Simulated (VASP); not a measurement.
# LaPd2 (I4/mmm) in VASP: equation of state

How stiff is LaPd2 in PBE, and what volume does it want? The cell is scaled to several volumes.

Everything below comes from runs of VASP 6.6.1. Logs are shortened: lines on timing, memory, paths and dates and some standing lists are left out, and cuts for length are marked.

## 1. Starting point

Symmetry: I4/mmm, No. 139, tetragonal system. The conventional cell has a = 4.008 Å, b = 4.008 Å, c = 8.943 Å, α = 90.00°, β = 90.00°, γ = 90.00°. La (site symmetry 4/mmm) is surrounded by 8 Pd at 3.00 Å. Pd (site symmetry -4m2) is surrounded by 4 Pd at 2.83 Å and 4 La at 3.00 Å.

The cell comes from a database or a generator and needn't be the stable form of this composition.

## 2. Equation of state, PBE, 22.51 Å³/atom (volume scaled by 0.94)

File INCAR:

```
ALGO = Normal
EDIFF = 1E-7
ENCUT = 520
GGA = PE
ISIF = 2
ISMEAR = -1
LASPH = True
LCHARG = False
LREAL = False
LWAVE = False
NBANDS = 22
NELM = 100
PREC = Accurate
SIGMA = 0.05
```

File KPOINTS:

```
k-points
0
Gamma
  9 9 9
```

File POSCAR:

```
LaPd2
1.0
   -1.9629671340      1.9629671340      4.3804455695
    1.9629671340     -1.9629671340      4.3804455695
    1.9629671340      1.9629671340     -4.3804455695
La Pd
1 2
Direct
    0.0000000000      0.0000000000      0.0000000000
    0.2500000000      0.7500000000      0.5000000000
    0.7500000000      0.2500000000      0.5000000000
```

Potentials or basis: VASP PAW PBE potentials, release 64 (La, Pd).

Started as:

```
$ cat potpaw_PBE.64/La/POTCAR potpaw_PBE.64/Pd/POTCAR > POTCAR
$ mpirun -np 1 vasp_std > vasp.out
```

OUTCAR:

```text
EDIFF = 1E-7
   ENCUT = 520
   GGA = PE
   ISIF = 2
   ISMEAR = -1
   LASPH = True
   LREAL = False
   NELM = 100
   PREC = Accurate

 Found     75 irreducible k-points:

 Following reciprocal coordinates:
            Coordinates               Weight
  0.000000  0.000000  0.000000      1.000000
  0.111111 -0.000000  0.000000      8.000000
  0.222222 -0.000000  0.000000      8.000000
  0.333333 -0.000000  0.000000      8.000000
  0.444444 -0.000000  0.000000      8.000000
  0.111111  0.111111  0.000000      8.000000
   k-points           NKPTS =     75   k-points in BZ     NKDIM =     75   number of bands    NBANDS=     22
   number of dos      NEDOS =    301   number of ions     NIONS =      3
   total plane-waves  NPLWV =  64000
   dimension x,y,z NGX =    40 NGY =   40 NGZ =   40
   dimension x,y,z NGXF=    80 NGYF=   80 NGZF=   80
   ions per type =               1   2
   NGX,Y,Z   is equivalent  to a cutoff of  12.82, 12.82, 12.82 a.u.
   NGXF,Y,Z  is equivalent  to a cutoff of  25.65, 25.65, 25.65 a.u.
 SYSTEM =  unknown system
   PREC   = accura    normal or accurate (medium, high low for compatibility)
   ISTART =      0    job   : 0-new  1-cont  2-samecut
   ICHARG =      2    charge: 1-file 2-atom 10-const
   ISPIN  =      1    spin polarized calculation?
   LNONCOLLINEAR =      F non collinear calculations
   LSORBIT =      F    spin-orbit coupling
   LASPH  =      T    aspherical Exc in radial PAW
   ENCUT  =  520.0 eV  38.22 Ry    6.18 a.u.   9.64  9.64  9.64*2*pi/ulx,y,z
   NELM   =    100;   NELMIN=  2; NELMDL= -5     # of ELM steps
   EDIFF  = 0.1E-06   stopping-criterion for ELM
   LREAL  =      F    real-space projection
   EDIFFG = 0.1E-05   stopping-criterion for IOM
   NSW    =      0    number of steps for IOM
   IBRION =     -1    ionic relax: 0-MD 1-quasi-New 2-CG
   NFREE  =      0    steps in history (QN), initial steepest desc. (CG)
   ISIF   =      2    stress and relaxation
   ISYM   =      2    0-nonsym 1-usesym 2-fastsym
   POTIM  = 0.5000    time-step for ionic-motion
   TEBEG  =    0.0;   TEEND  =   0.0 temperature during run
   PSTRESS=    0.0 pullay stress
   NELECT =      31.0000    total number of electrons
   NUPDOWN=      -1.0000    fix difference up-down
   EMIN   =  10.00;   EMAX   =-10.00  energy-range for DOS
   EFERMI =   0.00;   METHOD = LEGACY
   ISMEAR =    -1;   SIGMA  =   0.05  broadening in eV -4-tet -1-fermi 0-gaus
   EFERMI_NEDOS =   21; number of points for ismear=-14 and -15
   IALGO  =     38    algorithm
   IMIX   =      4    mixing-type and parameters
     AMIX     =   0.40;   BMIX     =  1.00
     AMIX_MAG =   1.60;   BMIX_MAG =  1.00
  volume/ion in A,a.u.               =      22.51       151.87
  Fermi-wavevector in a.u.,A,eV,Ry     =   1.262973  2.386672 21.702652  1.595100
  Thomas-Fermi vector in A             =   2.396353
   LORBIT       =      0    0 simple, 1 ext, 2 COOP (PROOUT), +10 PAW based schemes
   GGA     = PE    functional components
   LHFCALC =     F    Hartree Fock is set to
   AEXX    =    0.0000 exact exchange contribution
   IVDW    =     0    specifies the selected vdW correction
   LEPSILON=     F    determine dielectric tensor
   LRPA    =     F    only Hartree local field effects (RPA)
 non-spin polarized calculation
  energy-cutoff  :      520.00
  volume of cell :       67.52
 maximum number of plane-waves:      1841
   NGX = 19   NGY = 19   NGZ = 19

 number of electron      31.0000002 magnetization

 Free energy of the ion-electron system (eV)
  ---------------------------------------------------
  ext. energy  EPLUGINS =         0.00000000
  ---------------------------------------------------
  free energy    TOTEN  =       -17.02187211 eV

  energy without entropy =      -17.00587164  energy(sigma->0) =      -17.01387187

 E-fermi :   8.6020     XC(G=0): -10.9653

 val. band max:        8.5973458297   @ k =  -0.3333   0.2222  -0.0000
 cond. band min:       8.6104616875   @ k =  -0.4444  -0.4444   0.1111
 fundamental gap:      0.0131158579
 Fermi energy:         8.6020069968

 k-point     1 :       0.0000    0.0000    0.0000
  band No.  band energies     occupation
      1     -23.8881      2.00000
      2      -7.7596      2.00000
      3      -7.5862      2.00000
      4      -7.5862      2.00000
      5       3.1827      2.00000
      6       4.1828      2.00000
[... 14 lines left out ...]
     21      10.9217      0.00000
     22      10.9217      0.00000

 k-point     2 :       0.1111   -0.0000    0.0000
  band No.  band energies     occupation
      1     -23.8826      2.00000
      2      -7.7623      2.00000
      3      -7.6514      2.00000
      4      -7.5786      2.00000
      5       3.3605      2.00000
      6       4.2603      2.00000
[... 14 lines left out ...]
     21      10.9415      0.00000
     22      10.9664      0.00000

 k-point     3 :       0.2222   -0.0000    0.0000
  band No.  band energies     occupation
      1     -23.8689      2.00000
      2      -7.8167      2.00000
      3      -7.7626      2.00000
      4      -7.5592      2.00000
      5       3.8314      2.00000
      6       4.4908      2.00000
[... 14 lines left out ...]
     21      10.9939      0.00000
     22      11.0159      0.00000

 k-point     4 :       0.3333   -0.0000    0.0000
  band No.  band energies     occupation
      1     -23.8531      2.00000
      2      -7.9879      2.00000
      3      -7.7701      2.00000
      4      -7.5369      2.00000
      5       4.4303      2.00000
      6       4.8665      2.00000
[... 14 lines left out ...]
     21      11.0286      0.00000
     22      11.0795      0.00000

 k-point     5 :       0.4444   -0.0000    0.0000
  band No.  band energies     occupation
      1     -23.8428      2.00000
      2      -8.0963      2.00000
      3      -7.7732      2.00000
      4      -7.5223      2.00000
      5       4.8233      2.00000
      6       5.1044      2.00000
[... 14 lines left out ...]
     21      11.1052      0.00000
     22      11.1586      0.00000

 k-point     6 :       0.1111    0.1111    0.0000
  band No.  band energies     occupation
      1     -23.8766      2.00000
      2      -7.7734      2.00000
      3      -7.6492      2.00000
      4      -7.6336      2.00000
      5       3.5512      2.00000
      6       4.3491      2.00000
[... 14 lines left out ...]
     21      10.9732      0.00000
     22      11.0673      0.00000

 [... further k-points ...]

------------------------ aborting loop because EDIFF is reached ----------------------------------------

  FORCE on cell =-STRESS in cart. coord.  units (eV):
  Direction    XX          YY          ZZ          XY          YZ          ZX
  --------------------------------------------------------------------------------------
  -------------------------------------------------------------------------------------
  Total        1.9364017      1.9364017      2.2940557      0.0000000      0.0000000      0.0000000
  in kB       45.9517119     45.9517119     54.4390072      0.0000000      0.0000000      0.0000000
  external PRESSURE =      48.7808103 kB  Pullay stress =       0.0000000 kB

 VOLUME and BASIS-vectors are now :
 -----------------------------------------------------------------------------
  energy-cutoff  :      520.00
  volume of cell :       67.52
      direct lattice vectors                 reciprocal lattice vectors
    -1.962967134  1.962967134  4.380445569     0.000000000  0.254716440  0.114143640
     1.962967134 -1.962967134  4.380445569     0.254716440  0.000000000  0.114143640
     1.962967134  1.962967134 -4.380445569     0.254716440  0.254716440  0.000000000

 POSITION                                       TOTAL-FORCE (eV/Angst)
 -----------------------------------------------------------------------------------
      0.00000      0.00000      0.00000        -0.000000      0.000000      0.000000
      1.96297     -0.00000      2.19022        -0.000000     -0.000000      0.000000
     -0.00000      1.96297      2.19022         0.000000      0.000000     -0.000000
 -----------------------------------------------------------------------------------
    total drift:                                0.000000     -0.000000     -0.000000

  FREE ENERGIE OF THE ION-ELECTRON SYSTEM (eV)
  ---------------------------------------------------
  free  energy   TOTEN  =       -17.0218721064 eV

  energy  without entropy=      -17.0058716432  energy(sigma->0) =      -17.01387187
```

stdout:

```text
POSCAR found type information on POSCAR LaPd
 POSCAR found :  2 types and       3 ions
 scaLAPACK will be used
 LDA part: xc-table for (Slater+PW92), standard interpolation
 POSCAR, INCAR and KPOINTS ok, starting setup
 FFT: planning ... GRIDC
 FFT: planning ... GRID_SOFT
 FFT: planning ... GRID
 WAVECAR not read
 entering main loop
```

It took 2.1 min on 1 thread of Intel Xeon 6975P-C (Granite Rapids), shared host; peak memory 0.33 GiB.

What came out:

```yaml
Free_energy: -17.0219 eV
Pressure: 4.9 GPa
Band_gap_on_the_k_mesh: none (metal or under the smearing width)
```

## 3. Equation of state, PBE, 22.98 Å³/atom (volume scaled by 0.96)

File INCAR:

```
SYSTEM = LaPd2
  PREC = Accurate
  ENCUT = 520
  EDIFF = 1E-7
  ISMEAR = -1
  SIGMA = 0.05
  LREAL = .FALSE.
  LASPH = .TRUE.
  NELM = 100
  ALGO = Normal
  ISIF = 2
  LWAVE = .FALSE.
  LCHARG = .FALSE.
  GGA = PE
  NBANDS = 22
```

File KPOINTS:

```
Automatic mesh
0
G
  9 9 9
  0 0 0
```

File POSCAR:

```
LaPd2
1.0
   -1.9767913017      1.9767913017      4.4112947941
    1.9767913017     -1.9767913017      4.4112947941
    1.9767913017      1.9767913017     -4.4112947941
La Pd
1 2
Direct
    0.0000000000      0.0000000000      0.0000000000
    0.2500000000      0.7500000000      0.5000000000
    0.7500000000      0.2500000000      0.5000000000
```

Potentials or basis: VASP PAW PBE potentials, release 64 (La, Pd).

Started as:

```
$ cat potpaw_PBE.64/La/POTCAR potpaw_PBE.64/Pd/POTCAR > POTCAR
$ mpirun -np 1 vasp_std > vasp.out
```

Run time: 2 min. Hardware: 1 thread of Intel Xeon 6975P-C (Granite Rapids), shared host; peak memory 0.33 GiB.

Results (log left out):

* Free energy: -17.0569 eV
* Pressure: 2.9 GPa
* Band gap on the k mesh: none (metal or under the smearing width)

## 4. Equation of state, PBE, 23.46 Å³/atom (volume scaled by 0.98)

File INCAR:

```
ALGO = Normal ; EDIFF = 1E-7
ENCUT = 520 ; GGA = PE
ISIF = 2 ; ISMEAR = -1
LASPH = True ; LCHARG = False
LREAL = False ; LWAVE = False
NBANDS = 22 ; NELM = 60
PREC = Accurate ; SIGMA = 0.05
```

File KPOINTS:

```
k-points
0
Gamma
  9 9 9
```

File POSCAR:

```
LaPd2
1.0
   -1.9904247760      1.9904247760      4.4417184783
    1.9904247760     -1.9904247760      4.4417184783
    1.9904247760      1.9904247760     -4.4417184783
La Pd
1 2
Direct
    0.0000000000      0.0000000000      0.0000000000
    0.2500000000      0.7500000000      0.5000000000
    0.7500000000      0.2500000000      0.5000000000
```

Started as:

```
$ cat potpaw_PBE.64/La/POTCAR potpaw_PBE.64/Pd/POTCAR > POTCAR
$ mpirun -np 1 vasp_std > vasp.out
```

Wall time 2 min (1 thread of Intel Xeon 6975P-C (Granite Rapids), shared host); peak memory 0.33 GiB.

The run converged. Its results:

```yaml
Free_energy: -17.0749 eV
Pressure: 1.1 GPa
Band_gap_on_the_k_mesh: none (metal or under the smearing width)
```

(Part 1 of 2 ends here.)
